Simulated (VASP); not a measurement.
## SiNi3: structure and properties in VASP

What structure does SiNi3 take at this level, and what are its properties? The steps: magnetic start: ferromagnetic, magnetic start: antiferromagnetic within the cell, magnetic start: antiferromagnetic, q = (0, 0, 1/2), magnetic start: antiferromagnetic, q = (1/2, 1/2, 1/2), magnetic start: antiferromagnetic, q = (1/2, 1/2, 0), the orders side by side, relaxing cell and atoms (SCAN), second relaxation, single point with fields (SCAN), band structure (SCAN) and density of states (SCAN). Left out of this account: at least 1 further run (phonons: its modes failed a check). The start is a cell from a database of measured crystal structures.

Program: VASP 6.6.1. Level of theory: SCAN, spin-polarised from a ferromagnetic start; plane waves and PAW (Si, Ni), in the first sound run; inputs show where later runs differ. Results are calculated unless marked as measured.

The database entry behind the starting cell differs from later determinations by our own check (an axis about 0.9 % long against later determinations), so it need not match the best structure at ambient conditions.

## Step 1: The structure

The structure is cubic, space group Pm-3m (No. 221). Conventional cell: a = 3.542 Å, b = 3.542 Å, c = 3.542 Å, α = 90.00°, β = 90.00°, γ = 90.00°. Nearest to Si lie 12 Ni at 2.50 Å. Nearest to Ni lie 4 Si at 2.50 Å and 8 Ni at 2.50 Å. Farther neighbours are not listed.

Structure file:

```xyz
4
Lattice="3.5420 0.0000 0.0000 0.0000 3.5420 0.0000 0.0000 0.0000 3.5420" Properties=species:S:1:pos:R:3 pbc="T T T"
Si    0.0000    0.0000    0.0000
Ni    0.0000    1.7710    1.7710
Ni    1.7710    0.0000    1.7710
Ni    1.7710    1.7710    0.0000
```

## Step 2: Magnetic start: ferromagnetic

The properties of a magnet depend on its order, so a few collinear patterns are compared first on the cell as listed, beginning with all moments parallel. SCAN adds the kinetic-energy density; it is numerically more delicate than r2SCAN.

INCAR reads:

```
SYSTEM = SiNi3
PREC = Accurate
ENCUT = 400
EDIFF = 1E-06
NELM = 100
ISMEAR = 1
SIGMA = 0.2
LREAL = .FALSE.
ALGO = Normal
METAGGA = SCAN
LASPH = .TRUE.
NBANDS = 27
ISPIN = 2
MAGMOM = 0 1 1 1
LMAXMIX = 4
LORBIT = 11
LWAVE = .FALSE.
LCHARG = .FALSE.
KPAR = 8
ISIF = 2
```

POSCAR reads:

```
SiNi3
1.0
    3.5420000000      0.0000000000      0.0000000000
    0.0000000000      3.5420000000      0.0000000000
    0.0000000000      0.0000000000      3.5420000000
Si Ni
1 3
Direct
    0.0000000000      0.0000000000      0.0000000000
    0.0000000000      0.5000000000      0.5000000000
    0.5000000000      0.0000000000      0.5000000000
    0.5000000000      0.5000000000      0.0000000000
```

KPOINTS reads:

```
Automatic mesh
0
Gamma
6 6 6
0 0 0
```

Potentials, in the order of the species: Si and Ni (PBE family, release 64).

Started as:

```bash
mpirun -np 8 vasp_std
```

What it wrote:

```text
[banner, memory and clock lines left out]
running    8 mpi-ranks, on    1 nodes
 distrk:  each k-point on    1 cores,    8 groups
 distr:  one band on    1 cores,    1 groups

 POSCAR found type information on POSCAR SiNi
 POSCAR found :  2 types and       4 ions
|                                                                             |
|           W    W    AA    RRRRR   N    N  II  N    N   GGGG   !!!           |
|           W    W   A  A   R    R  NN   N  II  NN   N  G    G  !!!           |
|           W    W  A    A  R    R  N N  N  II  N N  N  G       !!!           |
|           W WW W  AAAAAA  RRRRR   N  N N  II  N  N N  G  GGG   !            |
|           WW  WW  A    A  R   R   N   NN  II  N   NN  G    G                |
|           W    W  A    A  R    R  N    N  II  N    N   GGGG   !!!           |
|                                                                             |
|     For optimal performance we recommend to set                             |
|       NCORE = 2 up to number-of-cores-per-socket                            |
|     NCORE specifies how many cores store one orbital (NPAR=cpu/NCORE).      |
|     This setting can greatly improve the performance of VASP for DFT.       |
|     The default, NCORE=1 might be grossly inefficient on modern             |
|     multi-core architectures or massively parallel machines. Do your        |
|     Unfortunately you need to use the default for GW and RPA                |
|     calculations (for HF NCORE is supported but not extensively tested      |
|     yet).                                                                   |
|                                                                             |

|                                                                             |
|               ----> ADVICE to this user running VASP <----                  |
|                                                                             |
|     You enforced a specific xc type in the INCAR file but a different       |
|     [... a line on the potential file left out ...]
|     I HOPE YOU KNOW WHAT YOU ARE DOING!                                     |
|                                                                             |

 LDA part: xc-table for (None), standard interpolation
 POSCAR, INCAR and KPOINTS ok, starting setup
 FFT: planning ... GRIDC
 FFT: planning ... GRID_SOFT
 FFT: planning ... GRID
 WAVECAR not read
 entering main loop
       N       E                     dE             d eps       ncg     rms          rms(c)
DAV:   1     0.146046857507E+03    0.14605E+03   -0.12840E+04  2216   0.139E+03
DAV:   2    -0.569779372758E+02   -0.20302E+03   -0.19028E+03  2160   0.289E+02
DAV:   3    -0.676265812454E+02   -0.10649E+02   -0.10149E+02  2438   0.852E+01
DAV:   4    -0.678024159143E+02   -0.17583E+00   -0.17551E+00  2422   0.105E+01
DAV:   5    -0.678080613969E+02   -0.56455E-02   -0.56450E-02  2613   0.165E+00    0.206E+01
DAV:   6    -0.643805855636E+02    0.34275E+01   -0.39139E+01  2436   0.112E+02    0.211E+01
DAV:   7    -0.598206210944E+02    0.45600E+01   -0.10647E+01  2587   0.584E+01    0.428E+00
DAV:   8    -0.600467649290E+02   -0.22614E+00   -0.57417E-01  2206   0.665E+00    0.184E+00
DAV:   9    -0.600366738328E+02    0.10091E-01   -0.45345E-02  2698   0.230E+00    0.739E-01
DAV:  10    -0.600364304230E+02    0.24341E-03   -0.75161E-03  2669   0.101E+00    0.297E-01
DAV:  11    -0.600372648992E+02   -0.83448E-03   -0.19112E-03  2417   0.477E-01    0.124E-01
DAV:  12    -0.600375978299E+02   -0.33293E-03   -0.33538E-04  2464   0.163E-01    0.599E-02
DAV:  13    -0.600376676969E+02   -0.69867E-04   -0.34494E-05  2512   0.652E-02    0.202E-02
DAV:  14    -0.600376306097E+02    0.37087E-04   -0.93711E-06  2656   0.354E-02    0.128E-02
DAV:  15    -0.600376064568E+02    0.24153E-04   -0.36912E-06  2141   0.270E-02    0.984E-03
DAV:  16    -0.600376005496E+02    0.59072E-05   -0.11046E-06  1322   0.152E-02    0.823E-03
DAV:  17    -0.600375897566E+02    0.10793E-04   -0.44013E-06  2785   0.370E-02    0.660E-03
DAV:  18    -0.600375860754E+02    0.36811E-05   -0.37010E-06  2278   0.302E-02    0.438E-03
DAV:  19    -0.600375842866E+02    0.17888E-05   -0.21982E-06  1991   0.248E-02    0.268E-03
DAV:  20    -0.600375849309E+02   -0.64432E-06   -0.14235E-06  1430   0.164E-02
   1 F= -.60037585E+02 E0= -.60040329E+02  d E =0.823283E-02  mag=     0.0005
```

Run time: 21 s. Hardware: 8 MPI ranks of Intel Xeon Platinum 8488C (Sapphire Rapids), shared host; peak memory 1.4 GiB.

Lines that name or quote the potential files are left out of all logs, and their timing lines are given in words.

From OUTCAR (step 2):

```text
ion  position               nearest neighbor table
   1  0.000  0.000  0.000-   2 2.50   3 2.50   4 2.50   2 2.50   3 2.50   2 2.50   4 2.50   2 2.50
                             3 2.50   4 2.50   3 2.50   4 2.50
   2  0.000  0.500  0.500-   1 2.50   3 2.50   4 2.50   1 2.50   4 2.50   1 2.50   3 2.50   1 2.50
                             3 2.50   4 2.50   4 2.50   3 2.50
   3  0.500  0.000  0.500-   1 2.50   2 2.50   4 2.50   1 2.50   4 2.50   2 2.50   4 2.50   4 2.50
                             1 2.50   2 2.50   1 2.50   2 2.50
   4  0.500  0.500  0.000-   1 2.50   2 2.50   3 2.50   2 2.50   3 2.50   1 2.50   3 2.50   3 2.50
                             1 2.50   2 2.50   2 2.50   1 2.50

  LATTYP: Found a simple cubic cell.
 ALAT       =     3.5420000000

 Subroutine GETGRP returns: Found 48 space group operations
 (whereof 48 operations were pure point group operations)

The static configuration has the point symmetry O_h .

 Found     20 irreducible k-points:

   k-points           NKPTS =     20   k-points in BZ     NKDIM =     20   number of bands    NBANDS=     27

   dimension x,y,z NGX =    24 NGY =   24 NGZ =   24
   dimension x,y,z NGXF=    48 NGYF=   48 NGZF=   48

   ENCUT  =  400.0 eV  29.40 Ry    5.42 a.u.   5.78  5.78  5.78*2*pi/ulx,y,z

   NELECT =      34.0000    total number of electrons

 k-points in reciprocal lattice and weights: Automatic mesh
   0.00000000  0.00000000  0.00000000       0.005
   0.16666667  0.00000000  0.00000000       0.028
   0.33333333  0.00000000  0.00000000       0.028
   0.50000000  0.00000000  0.00000000       0.014
   0.16666667  0.16666667  0.00000000       0.056
   0.33333333  0.16666667  0.00000000       0.111
   0.50000000  0.16666667  0.00000000       0.056
   0.33333333  0.33333333  0.00000000       0.056
   0.50000000  0.33333333  0.00000000       0.056
[...]
0.50000000  0.50000000  0.33333333       0.028
   0.50000000  0.50000000  0.50000000       0.005

 average (electrostatic) potential at core
       1 -82.9234       2 -86.4945       3 -86.4945       4 -86.4945

 E-fermi :   9.9942

 spin component 1
 k-point     1 :       0.0000    0.0000    0.0000
  band No.  band energies     occupation
    ...
     12       9.1022      1.00000
     13       9.1022      1.00000
     14       9.2610      1.00000
     15       9.2610      1.00000
     16       9.6335      1.01428
     17      10.0329      0.33969
     18      10.0329      0.33969
     19      10.0330      0.33937
     20      14.7008      0.00000
     21      16.3002      0.00000
    ...

 k-point     2 :       0.1667    0.0000    0.0000
  band No.  band energies     occupation
    ...
     12       9.1876      1.00000
     13       9.1876      1.00000
     14       9.2082      1.00000
     15       9.2616      1.00000
     16       9.5071      1.00153
     17      10.0332      0.33873
     18      10.6820     -0.00001
     19      10.6821     -0.00001
     20      15.1533      0.00000
     21      16.2394      0.00000
    ...

 k-point     3 :       0.3333    0.0000    0.0000
  band No.  band energies     occupation
    ...
     12       8.8623      1.00000
     13       8.8973      1.00000
     14       8.8974      1.00000
     15       9.0790      1.00000
     16       9.3342      1.00002
     17      10.0338      0.33620
     18      12.2375     -0.00000
     19      12.2375     -0.00000
     20      15.2463      0.00000
     21      16.0882      0.00000
    ...

 k-point     4 :       0.5000    0.0000    0.0000
  band No.  band energies     occupation
    ...
     12       8.6179      1.00000
     13       8.6936      1.00000
     14       8.6936      1.00000
     15       8.7925      1.00000
     16       9.3314      1.00001
     17      10.0340      0.33533
     18      13.6577     -0.00000
     19      13.6577     -0.00000
     20      15.2202      0.00000
     21      15.2952      0.00000
    ...

 k-point     5 :       0.1667    0.1667    0.0000
  band No.  band energies     occupation
    ...
     13       9.0624      1.00000
     14       9.0971      1.00000
     15       9.3779      1.00006
     16       9.4184      1.00018
     17       9.8772      0.91333
     18      10.4777     -0.00166
     19      11.3104     -0.00000
     20      15.6327      0.00000
     21      17.1321      0.00000
     22      17.4592      0.00000
    ...

 k-point     6 :       0.3333    0.1667    0.0000
  band No.  band energies     occupation
    ...
     13       8.8203      1.00000
     14       8.9832      1.00000
     15       9.2000      1.00000
     16       9.2503      1.00000
     17       9.7963      1.02401
     18      11.1726     -0.00000
     19      12.6975     -0.00000
     20      14.6318      0.00000
     21      15.7348      0.00000
     22      17.4660      0.00000
    ...

  Total       -4.8662774     -4.8662774     -4.8662774     -0.0000000     -0.0000000      0.0000000
  in kB     -175.4533925   -175.4533925   -175.4533925     -0.0000000     -0.0000000      0.0000000
  external PRESSURE =    -175.4533925 kB  Pullay stress =       0.0000000 kB

  energy-cutoff  :      400.00
  volume of cell :       44.44
      direct lattice vectors                 reciprocal lattice vectors
     3.542000000  0.000000000  0.000000000     0.282326369  0.000000000  0.000000000
     0.000000000  3.542000000  0.000000000     0.000000000  0.282326369  0.000000000
     0.000000000  0.000000000  3.542000000     0.000000000  0.000000000  0.282326369

 POSITION                                       TOTAL-FORCE (eV/Angst)
 -----------------------------------------------------------------------------------
      0.00000      0.00000      0.00000         0.000000      0.000000      0.000000
      0.00000      1.77100      1.77100         0.000000      0.000000      0.000000
      1.77100      0.00000      1.77100         0.000000      0.000000      0.000000
      1.77100      1.77100      0.00000         0.000000      0.000000      0.000000
 -----------------------------------------------------------------------------------
    total drift:                                0.000000     -0.000000     -0.000000

  FREE ENERGIE OF THE ION-ELECTRON SYSTEM (eV)
  ---------------------------------------------------
  free  energy   TOTEN  =       -60.0375849309 eV

  energy  without entropy=      -60.0458177641  energy(sigma->0) =      -60.04032921

 total charge
# of ion       s       p       d       tot
------------------------------------------
    1        0.723   0.792   0.000   1.514
    2        0.487   0.565   8.392   9.444
    3        0.487   0.565   8.392   9.444
    4        0.487   0.565   8.392   9.444
--------------------------------------------------
tot          2.182   2.486  25.177  29.846

 magnetization (x)
# of ion       s       p       d       tot
------------------------------------------
    1       -0.000  -0.000   0.000  -0.000
    2       -0.000  -0.000   0.001   0.001
    3       -0.000  -0.000   0.001   0.001
    4       -0.000  -0.000   0.001   0.001
--------------------------------------------------
tot         -0.000  -0.000   0.003   0.002

[... 6 further parts left out ...]
```

The k-mesh is coarse for a metal. The PAW data sets were made with PBE, which is usual practice but a small mismatch for other functionals. At this level the cell is under a tension of 17.5 GPa, so at these settings it is away from equilibrium.

This step gave:

```
SCF cycles                                        : 20
electrons                                         : 34
bands                                             : 27
irreducible k-points                              : 20
symmetry operations                               : 48
free energy (TOTEN)                               : -60.0376 eV
energy at zero smearing                           : -60.0403 eV
Fermi energy                                      : 9.994 eV
pressure                                          : -17.55 GPa
moment of the cell, from the last line of the log : 0 μB
metallic, judged on the points sampled            : yes
```

Spin moment in the PAW sphere by atom:

| atom | spin moment in the PAW sphere (μB) |
| --- | --- |
| Si1 | 0.0000 |
| Ni2 | 0.0010 |
| Ni3 | 0.0010 |
| Ni4 | 0.0010 |

The moments fall under 0.1 μB, and the mesh shows no gap.

## Step 3: Magnetic start: antiferromagnetic within the cell

This step: SCAN, spin-polarised from a ferrimagnetic start; plane waves and PAW (Si, Ni) (VASP 6.6.1).

Next, a pattern with opposite moments.

Edit INCAR of step 2 so:

```diff
@@ -11,5 +11,5 @@
 LASPH = .TRUE.
-NBANDS = 27
+NBANDS = 26
 ISPIN = 2
-MAGMOM = 0 1 1 1
+MAGMOM = 0 1 -1 1
 LMAXMIX = 4
```

POSCAR is that of step 2.

KPOINTS is that of step 2.

Started as:

```bash
mpirun -np 8 vasp_std
```

What it wrote:

```text
[banner, memory and clock lines left out]
running    8 mpi-ranks, on    1 nodes
 distrk:  each k-point on    1 cores,    8 groups
 distr:  one band on    1 cores,    1 groups

 POSCAR found type information on POSCAR SiNi
 POSCAR found :  2 types and       4 ions
 [... a notice as in an earlier step ...]

 [... a notice as in an earlier step ...]

 LDA part: xc-table for (None), standard interpolation
 POSCAR, INCAR and KPOINTS ok, starting setup
 FFT: planning ... GRIDC
 FFT: planning ... GRID_SOFT
 FFT: planning ... GRID
 WAVECAR not read
 entering main loop
       N       E                     dE             d eps       ncg     rms          rms(c)
DAV:   1     0.145290406157E+03    0.14529E+03   -0.12938E+04  4200   0.145E+03
DAV:   2    -0.572897948195E+02   -0.20258E+03   -0.19027E+03  4168   0.299E+02
DAV:   3    -0.676102193652E+02   -0.10320E+02   -0.98994E+01  4604   0.885E+01
DAV:   4    -0.677811173405E+02   -0.17090E+00   -0.17055E+00  4758   0.105E+01
DAV:   5    -0.677865622328E+02   -0.54449E-02   -0.54444E-02  5086   0.169E+00    0.206E+01
DAV:   6    -0.645147675048E+02    0.32718E+01   -0.41986E+01  4654   0.116E+02    0.205E+01
DAV:   7    -0.598322962242E+02    0.46825E+01   -0.11866E+01  4966   0.638E+01    0.453E+00
DAV:   8    -0.603525142032E+02   -0.52022E+00   -0.15360E+00  5310   0.326E+01    0.643E+00
DAV:   9    -0.600417193842E+02    0.31079E+00   -0.49546E-01  5346   0.267E+01    0.136E+00
DAV:  10    -0.600358642573E+02    0.58551E-02   -0.86862E-02  4860   0.333E+00    0.588E-01
DAV:  11    -0.600362132405E+02   -0.34898E-03   -0.65614E-03  5206   0.910E-01    0.281E-01
DAV:  12    -0.600370706450E+02   -0.85740E-03   -0.11864E-03  5264   0.492E-01    0.126E-01
DAV:  13    -0.600375800480E+02   -0.50940E-03   -0.34167E-04  5122   0.298E-01    0.489E-02
DAV:  14    -0.600376122735E+02   -0.32226E-04   -0.47854E-05  4894   0.692E-02    0.203E-02
DAV:  15    -0.600375897301E+02    0.22543E-04   -0.98373E-06  4884   0.408E-02    0.744E-03
DAV:  16    -0.600375777602E+02    0.11970E-04   -0.14184E-06  3384   0.170E-02    0.320E-03
DAV:  17    -0.600375654894E+02    0.12271E-04   -0.32873E-07  2268   0.704E-03    0.164E-03
DAV:  18    -0.600375622876E+02    0.32018E-05   -0.13145E-07  2242   0.475E-03    0.705E-04
DAV:  19    -0.600375617580E+02    0.52961E-06   -0.27086E-08  2242   0.192E-03
   1 F= -.60037562E+02 E0= -.60040306E+02  d E =0.823257E-02  mag=    -0.0001
```

The job ended after 27 s (8 MPI ranks; peak memory 1.5 GiB).

Parts of OUTCAR (step 3):

```text
The static configuration has the point symmetry O_h .

 Found     40 irreducible k-points:

   k-points           NKPTS =     40   k-points in BZ     NKDIM =     40   number of bands    NBANDS=     26

   NELECT =      34.0000    total number of electrons

 E-fermi :   9.9943

 spin component 1
 k-point     1 :       0.0000    0.0000    0.0000
  band No.  band energies     occupation
    ...
     12       9.1020      1.00000
     13       9.1020      1.00000
     14       9.2611      1.00000
     15       9.2611      1.00000
     16       9.6341      1.01439
     17      10.0342      0.33493
     18      10.0342      0.33488
     19      10.0342      0.33461
     20      14.7008      0.00000
     21      16.3004      0.00000
    ...

 k-point     2 :       0.1667    0.0000    0.0000
  band No.  band energies     occupation
    ...
     12       9.1882      1.00000
     13       9.1882      1.00000
     14       9.2083      1.00000
     15       9.2617      1.00000
     16       9.5076      1.00155
     17      10.0344      0.33398
     18      10.6826     -0.00001
     19      10.6826     -0.00001
     20      15.1532      0.00000
     21      16.2395      0.00000
    ...

 k-point     3 :       0.0000    0.1667    0.0000
  band No.  band energies     occupation
    ...
     12       9.1882      1.00000
     13       9.1882      1.00000
     14       9.2083      1.00000
     15       9.2617      1.00000
     16       9.5076      1.00155
     17      10.0344      0.33393
     18      10.6826     -0.00001
     19      10.6826     -0.00001
     20      15.1532      0.00000
     21      16.2395      0.00000
    ...

 k-point     4 :       0.3333    0.0000    0.0000
  band No.  band energies     occupation
    ...
     12       8.8624      1.00000
     13       8.8981      1.00000
     14       8.8982      1.00000
     15       9.0793      1.00000
     16       9.3344      1.00002
     17      10.0350      0.33146
     18      12.2377     -0.00000
     19      12.2377     -0.00000
     20      15.2462      0.00000
     21      16.0883      0.00000
    ...

  Total       -4.8679309     -4.8678610     -4.8679309      0.0000000      0.0000000      0.0000000
  in kB     -175.5130094   -175.5104890   -175.5130094      0.0000000      0.0000000      0.0000000
  external PRESSURE =    -175.5121693 kB  Pullay stress =       0.0000000 kB

  FREE ENERGIE OF THE ION-ELECTRON SYSTEM (eV)
  ---------------------------------------------------
  free  energy   TOTEN  =       -60.0375617580 eV

  energy  without entropy=      -60.0457943267  energy(sigma->0) =      -60.04030595

 magnetization (x)
# of ion       s       p       d       tot
------------------------------------------
    1        0.000   0.000   0.000   0.000
    2       -0.000   0.000  -0.000  -0.000
    3        0.000   0.000  -0.000  -0.000
    4       -0.000   0.000  -0.000  -0.000
--------------------------------------------------
tot          0.000   0.000  -0.000  -0.000

[... 8 parts as in an earlier step ...]

[... 10 further parts left out ...]
```

At this level the cell is under a tension of 17.6 GPa, so at these settings it is away from equilibrium.

Numbers from this step:

```
SCF cycles           : 19
bands                : 26
irreducible k-points : 40
symmetry operations  : 16
```

The energy lies +0.0 meV an atom from the first pattern, and both runs end without moments, so a difference comes from cell, mesh or thresholds alone. The moments fall under 0.1 μB, and the mesh shows no gap.

(Continued in part 2 of 5.)

[Lines on the potential files, build, host, timing and source positions are cut from VASP's logs without a mark.]

[Logs are printed without paths, hosts, clocks, repeated set-up lines and the standing remarks that a program may print on its own settings, such as how far it seeks lower states.]

[Hosts, paths, dates, database ids (printed as entryN), source tags and the programs' standing remarks are cut or masked in the printed files.]

[A measured line is paired with the nearest computed mode of its activity, which favours agreement.]

[In band tables of VASP the shares of atoms and orbitals are scaled to a sum of 1 inside the atoms' spheres.]
